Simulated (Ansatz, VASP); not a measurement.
Two plane-wave programs on YIn

Contents of INCAR:

```
PREC = Accurate
ENCUT = 520
EDIFF = 1E-6
ISMEAR = 0
SIGMA = 0.1
LREAL = False
LASPH = True
NELM = 100
ALGO = Fast
ISIF = 2
LWAVE = False
LCHARG = True
GGA = CA
LELF = True
LVHAR = True
NBANDS = 19
```

Contents of KPOINTS:

```
Automatic mesh
0
Gamma
  6 6 4
```

File POSCAR:

```
YIn
1.0
    3.5424350136      0.0000000000      0.0000000000
    0.0000000000      3.5424350136      0.0000000000
    0.0000000000      0.0000000000      4.1949607700
Y In
1 1
Direct
    0.0000000000      0.0000000000      0.0000000000
    0.5000000000      0.5000000000      0.5000000000
```

Input for Ansatz:

```yaml
crystal:
  lattice:
    - [3.5424350136, 0.0, 0.0]
    - [0.0, 3.5424350136, 0.0]
    - [0.0, 0.0, 4.19496077]
  atoms:
    - { symbol: "Y", position: [0.0, 0.0, 0.0] }
    - { symbol: In, position: [0.5, 0.5, 0.5] }
basis:
  ecutwfc: 420
kpoints:
  mp_grid: { grid: [6, 6, 4] }
hamiltonian:
  xc: lda
scf:
  occupations: { method: gaussian, width: 0.1 }
output:
  forces: true
  stress: true
  eigenvalues: true
```

The cell comes from a database or a generator and needn't be the stable form of this composition.

Alike in both runs: task single point; functional LDA; k mesh 6 × 6 × 4; occupations gaussian, width 0.1 eV; no spin polarisation.

```csv
,VASP,Ansatz
version,VASP 6.6.1,Ansatz 0.2.0
potentials or method,"VASP PAW LDA potentials, release 64 (Y_sv, In_d)","scalar-relativistic, plane waves, PAW"
plane-wave cutoff (eV),520,420
valence electrons in the cell,24,24
```

```csv
,VASP,Ansatz,Ansatz less VASP
gap on the k mesh at the Fermi level (eV),none,none,-
pressure (GPa),-4.2,-4.3,-0.02
largest component of the traceless stress (GPa),0.58,0.50,-0.077
```

A gap of «none» marks a metal or a gap that the smearing closes.

Caveats: the k mesh is coarse (spacing up to 0.37 Å⁻¹), so the values aren't converged.
